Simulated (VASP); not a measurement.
Here is the system:

```
Ta
1.0
   -1.63000     1.63000     1.63000
    1.63000    -1.63000     1.63000
    1.63000     1.63000    -1.63000
Ta
1
Direct
  0.00000   0.00000   0.00000
```

Computed with LDA (Ceperley-Alder, Perdew-Zunger), VASP's LDA PAW potentials (set 64) (plane waves; VASP 6.6.1). Run with 520 eV cut-off, 18×18×18 Γ-centred mesh, tetrahedra with Blöchl corrections, potentials Ta_pv.

Unless said otherwise, spin-orbit coupling is left out, though it shifts the bands of the heavy elements here.

Question: Estimate the energy per atom (σ→0), band gap (on the k-mesh) with the smallest direct gap where there is one.

Answer: 
```yaml
band gap (on the k-mesh): none (metal, semimetal or under 0.01 eV)
energy per atom (σ→0): -12.828 eV/atom
```

The compound is Ta in the bcc structure. It was relaxed first.
